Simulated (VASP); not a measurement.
Output of a VASP run:

File OSZICAR:
```
...
DAV:   3    -0.117024576309E+03    0.57269E-02   -0.29872E-02  1574   0.247E+00    0.539E-02
DAV:   4    -0.117024842624E+03   -0.26631E-03   -0.66132E-03  1216   0.696E-01    0.344E-02
DAV:   5    -0.117025974713E+03   -0.11321E-02   -0.38033E-04  1216   0.156E-01    0.258E-02
DAV:   6    -0.117026139912E+03   -0.16520E-03   -0.79299E-05  1398   0.118E-01    0.142E-02
DAV:   7    -0.117026327524E+03   -0.18761E-03   -0.98634E-05  1216   0.972E-02    0.390E-03
DAV:   8    -0.117026333805E+03   -0.62808E-05   -0.73206E-06   975   0.282E-02    0.189E-03
DAV:   9    -0.117026335977E+03   -0.21723E-05   -0.31756E-06   960   0.217E-02    0.825E-04
DAV:  10    -0.117026336174E+03   -0.19694E-06   -0.15273E-06   960   0.159E-02
   6 F= -.11702634E+03 E0= -.11702595E+03  d E =-.607060E-03
       N       E                     dE             d eps       ncg     rms          rms(c)
DAV:   1    -0.117037594095E+03   -0.11258E-01   -0.68757E-01  1395   0.105E+01    0.586E-01
DAV:   2    -0.117028343965E+03    0.92501E-02   -0.33845E-02  1321   0.255E+00    0.256E-01
DAV:   3    -0.117025838470E+03    0.25055E-02   -0.13522E-02  1574   0.168E+00    0.362E-02
DAV:   4    -0.117025895994E+03   -0.57525E-04   -0.29985E-03  1216   0.469E-01    0.234E-02
DAV:   5    -0.117026474994E+03   -0.57900E-03   -0.21175E-04  1216   0.113E-01    0.171E-02
DAV:   6    -0.117026591309E+03   -0.11631E-03   -0.98452E-05  1222   0.112E-01    0.790E-03
DAV:   7    -0.117026604190E+03   -0.12881E-04   -0.30501E-05  1231   0.519E-02    0.272E-03
DAV:   8    -0.117026606345E+03   -0.21557E-05   -0.42749E-06   966   0.217E-02    0.134E-03
DAV:   9    -0.117026607556E+03   -0.12100E-05   -0.31528E-06   960   0.177E-02    0.484E-04
DAV:  10    -0.117026608940E+03   -0.13849E-05   -0.56778E-07   760   0.889E-03    0.229E-04
DAV:  11    -0.117026608961E+03   -0.20940E-07   -0.12845E-07   614   0.460E-03
   7 F= -.11702661E+03 E0= -.11702619E+03  d E =-.879847E-03
       N       E                     dE             d eps       ncg     rms          rms(c)
DAV:   1    -0.117026971763E+03   -0.36282E-03   -0.18162E-02  1344   0.117E+00    0.925E-02
DAV:   2    -0.117026791309E+03    0.18045E-03   -0.84177E-04  1462   0.459E-01    0.580E-02
DAV:   3    -0.117026668981E+03    0.12233E-03   -0.21817E-04  1498   0.311E-01    0.514E-03
DAV:   4    -0.117026683811E+03   -0.14830E-04   -0.11486E-04  1222   0.124E-01    0.477E-03
DAV:   5    -0.117026699530E+03   -0.15718E-04   -0.11981E-05  1216   0.322E-02    0.234E-03
DAV:   6    -0.117026698628E+03    0.90131E-06   -0.16083E-06   979   0.135E-02
   8 F= -.11702670E+03 E0= -.11702629E+03  d E =-.896670E-04
       N       E                     dE             d eps       ncg     rms          rms(c)
DAV:   1    -0.117029299644E+03   -0.26001E-02   -0.16321E-01  1352   0.350E+00    0.277E-01
DAV:   2    -0.117027675413E+03    0.16242E-02   -0.74880E-03  1486   0.134E+00    0.173E-01
DAV:   3    -0.117026561773E+03    0.11136E-02   -0.19742E-03  1522   0.918E-01    0.155E-02
DAV:   4    -0.117026701974E+03   -0.14020E-03   -0.10294E-03  1222   0.367E-01    0.141E-02
DAV:   5    -0.117026849475E+03   -0.14750E-03   -0.11159E-04  1216   0.970E-02    0.690E-03
DAV:   6    -0.117026842287E+03    0.71877E-05   -0.15698E-05  1243   0.405E-02    0.250E-03
DAV:   7    -0.117026850255E+03   -0.79682E-05   -0.10344E-05  1168   0.303E-02    0.127E-03
DAV:   8    -0.117026850816E+03   -0.56076E-06   -0.24235E-06   960   0.172E-02
   9 F= -.11702685E+03 E0= -.11702647E+03  d E =-.241855E-03
```

File OUTCAR:
```
------------------------ aborting loop because EDIFF is reached ----------------------------------------
  FORCE on cell =-STRESS in cart. coord.  units (eV):
  Direction    XX          YY          ZZ          XY          YZ          ZX
  --------------------------------------------------------------------------------------
  Total       -0.0040810     -0.0040810      0.0193405      0.0000000     -0.0000000      0.0000000
  in kB       -0.0892603     -0.0892603      0.4230198      0.0000000     -0.0000000      0.0000000
  external PRESSURE =       0.0814997 kB  Pullay stress =       0.0000000 kB
  volume of cell :       73.25
      direct lattice vectors                 reciprocal lattice vectors
     2.269842003  1.310493500  4.104274741     0.220279649  0.127178519  0.081216146
    -2.269842003  1.310493500  4.104274741    -0.220279649  0.127178519  0.081216146
     0.000000000 -2.620988036  4.104274754     0.000000000 -0.254357038  0.081216114
 POSITION                                       TOTAL-FORCE (eV/Angst)
 -----------------------------------------------------------------------------------
      0.00000     -0.00000      2.84807         0.000000     -0.000000      0.007617
      0.00000     -0.00000      9.46476         0.000000      0.000000     -0.007617
 -----------------------------------------------------------------------------------
    total drift:                               -0.000000     -0.000000      0.000000
  FREE ENERGIE OF THE ION-ELECTRON SYSTEM (eV)
  ---------------------------------------------------
  free  energy   TOTEN  =      -117.0268508161 eV

  energy  without entropy=     -117.0260966790  energy(sigma->0) =     -117.02647375

 reached required accuracy - stopping structural energy minimisation
```
(Selected blocks of OUTCAR.)

File POSCAR:
```
Bi
1
    2.2710591215     1.3111962073     4.0581682205
   -2.2710591215     1.3111962073     4.0581682205
    0.0000000000    -2.6223934397     4.0581682294
Bi
2
Direct
  0.2327348960   0.2327348960   0.2327348960
  0.7672651040   0.7672651040   0.7672651040
```

Task: Write an INCAR and KPOINTS that could have produced this output.

Result: This is not unique; one that fits is the input of the run itself, r2SCAN meta-GGA, plane waves, VASP's PBE PAW potentials (set 64).

**KPOINTS**
```
Automatic mesh
0
Gamma
6 6 6
0 0 0
```

INCAR:
```
! general
SYSTEM  = Bi
PREC    = Accurate
ENCUT   = 400   ! plane-wave cut-off (eV)
LREAL   = .FALSE.   ! projection in real space or not
LASPH   = .TRUE.   ! aspherical one-centre terms

! electronic loop
EDIFF   = 1E-6   ! SCF stop (eV)
NELM    = 100   ! most electronic steps
ALGO    = Normal   ! blocked Davidson
LMAXMIX = 4   ! l cut-off of mixed one-centre charges
LMIXTAU = .TRUE.

! smearing
ISMEAR  = 0   ! Gaussian
SIGMA   = 0.05   ! width (eV)

! functional
METAGGA = R2SCAN

! ions
IBRION  = 2   ! conjugate gradients
NSW     = 60   ! most ionic steps
ISIF    = 3   ! ions, shape and volume
EDIFFG  = -0.01   ! ionic stop

! output
LWAVE   = .FALSE.
LCHARG  = .FALSE.
```

POTCAR, in this order: Bi_d (PBE.64 set). Program: vasp_std.

The structure comes from a measured Bi entry (R-3m) of the Crystallography Open Database, whose conditions weren't checked. This run relaxes it. Symmetry was kept, so distortions that lower it aren't found. The start is the result of an earlier pass.
